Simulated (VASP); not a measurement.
Set up this calculation in VASP 6.6.1, as the native input.

```
Task                   : relaxation of the atoms
Functional             : PBE
Potentials or basis    : VASP PAW PBE potentials, release 64 (F, B, S, H)
Cutoff                 : 520 eV
k mesh                 : 1 × 1 × 1
Occupations            : gaussian, width 0.01 eV
Spin                   : no spin polarisation
Further INCAR settings : ALGO = Normal; EDIFF = 1e-06; IBRION = 2; EDIFFG = -0.005; NSW = 60
```

The structure of FBSH2 lies in POSCAR:

```
BH2SF
1.0
   12.0000000000      0.0000000000      0.0000000000
    0.0000000000     11.0000000000      0.0000000000
    0.0000000000      0.0000000000     12.0000000000
F B S H
1 1 1 2
Direct
    0.3992430000      0.4145540000      0.4151170000
    0.4585850000      0.4664250000      0.4950320000
    0.5739800000      0.5606520000      0.4561940000
    0.4340480000      0.4483980000      0.5905440000
    0.6013900000      0.5901210000      0.5608190000
```

The cell isn't the ideal one: atoms moved at random, drawn with an rms of 0.02 Å.

One way to write it, as run:

INCAR

```
SYSTEM = BH2SF
PREC = Accurate
ENCUT = 520
EDIFF = 1E-6
ISMEAR = 0
SIGMA = 0.01
LREAL = .FALSE.
LASPH = .TRUE.
NELM = 80
ALGO = Normal
ISIF = 2
LWAVE = .FALSE.
LCHARG = .FALSE.
GGA = PE
IBRION = 2
NSW = 60
EDIFFG = -0.005
```

KPOINTS

```
regular mesh
0
G
  1 1 1
  0 0 0
```

Potentials or basis: VASP PAW PBE potentials, release 64 (F, B, S, H).

Launch:

```sh
$ cat potpaw_PBE.64/F/POTCAR potpaw_PBE.64/B/POTCAR potpaw_PBE.64/S/POTCAR potpaw_PBE.64/H/POTCAR > POTCAR
$ mpirun -np 1 vasp_gam > vasp.out
```

It gave:

```json
{
 "Energy gained by relaxing": "1.9 meV/atom",
 "Ionic steps": "21",
 "Largest force after relaxing": "0.005 eV/Å",
 "Gap between the frontier levels": "5.36 eV"
}
```

Wall time 14 min on 1 thread of Intel(R) Xeon(R) Platinum 8488C (Sapphire Rapids), on a shared host, peak memory 1.4 GiB.
